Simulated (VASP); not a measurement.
**WS (relaxed from the wurtzite structure, space group P6_3mc): computed properties**

These are PBE GGA, VASP's PBE PAW potentials (set 64) (plane waves; VASP) values and carry that method's errors.

```json
{
  "space_group": "P6_3mc (186)",
  "cell": "a = 3.0210 Å, b = 3.0210 Å, c = 8.1771 Å, α = 90.00°, β = 90.00°, γ = 120.00°",
  "volume_per_atom": "16.16 Å³/atom",
  "band gap (over mesh and band path)": "none (metal, semimetal or under 0.01 eV)",
  "density": "11.09 g/cm³"
}
```

```
WS
1.0
    3.02102     0.00000     0.00000
   -1.51051     2.61628     0.00000
    0.00000     0.00000     8.17709
W S
2 2
Direct
  0.33333   0.66667   0.03532
  0.66667   0.33333   0.53532
  0.33333   0.66667   0.33968
  0.66667   0.33333   0.83968
```

Unless said otherwise, spin-orbit coupling is left out, though it shifts the bands of the heavy elements here.

The structure was generated: WS was put into the wurtzite type (P6_3mc), which need not be its known phase. It was relaxed first, which changed the volume by -45 %. Symmetry was kept, so distortions that lower it aren't found.
